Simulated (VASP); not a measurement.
Set up this calculation in VASP 6.6.1, as the native input.

* Task: relaxation of cell and atoms
* Functional: PBE
* Potentials or basis: VASP PAW PBE potentials, release 64 (C)
* Cutoff: 600 eV
* k mesh: 15 × 15 × 1
* Occupations: gaussian, width 0.03 eV
* Spin: no spin polarisation
* Further INCAR settings: ALGO = Normal; EDIFF = 1e-06; IBRION = 2; EDIFFG = -0.01; NSW = 90; ISIF = 3

The structure of C lies in POSCAR:

```
C
1.0
    2.4672912600      0.0000000000      0.0000000000
   -1.2336456300      2.1367369100      0.0000000000
    0.0000000000      0.0000000000     25.8030730000
C
6
Direct
    0.0000000000      0.0000000000      0.3487956600
    0.6666666700      0.3333333400      0.3487956600
    0.0000000000      0.0000000000      0.5000000000
    0.3333333300      0.6666666600      0.5000000000
    0.0000000000      0.0000000000      0.6512043400
    0.6666666700      0.3333333400      0.6512043400
```

The input as run:

INCAR

```
PREC = Accurate ; ENCUT = 600
EDIFF = 1E-6 ; ISMEAR = 0
SIGMA = 0.03 ; LREAL = F
LASPH = T ; NELM = 80
ALGO = Normal ; ISIF = 3
LWAVE = F ; LCHARG = F
GGA = PE ; IBRION = 2
NSW = 90 ; EDIFFG = -0.01
LATTICE_CONSTRAINTS = .TRUE. .TRUE. .FALSE. ; KPAR = 2
```

KPOINTS

```
regular mesh
0
Gamma
  15 15 1
```

Potentials or basis: VASP PAW PBE potentials, release 64 (C).

The run is started by

```sh
$ cat potpaw_PBE.64/C/POTCAR > POTCAR
$ mpirun -np 2 vasp_std > vasp.out
```

It gave:

```yaml
Relaxed_volume: 22.66 Å³/atom
Relaxed_cell: a = 2.467 Å, b = 2.467 Å, c = 25.803 Å, α = 90.00°, β = 90.00°, γ = 120.00°
Space_group_after_relaxing_to_0.05_Å: P-6m2 (No. 187)
Energy_gained_by_relaxing: 0.0 meV/atom
Ionic_steps: 3
Largest_force_after_relaxing: 0.008 eV/Å
Band_gap_on_the_k_mesh: none (metal or under the smearing width)
```

It took 74 s on 2 MPI ranks on Intel(R) Xeon(R) Platinum 8488C (Sapphire Rapids) (shared host), peak memory 0.28 GiB a rank.
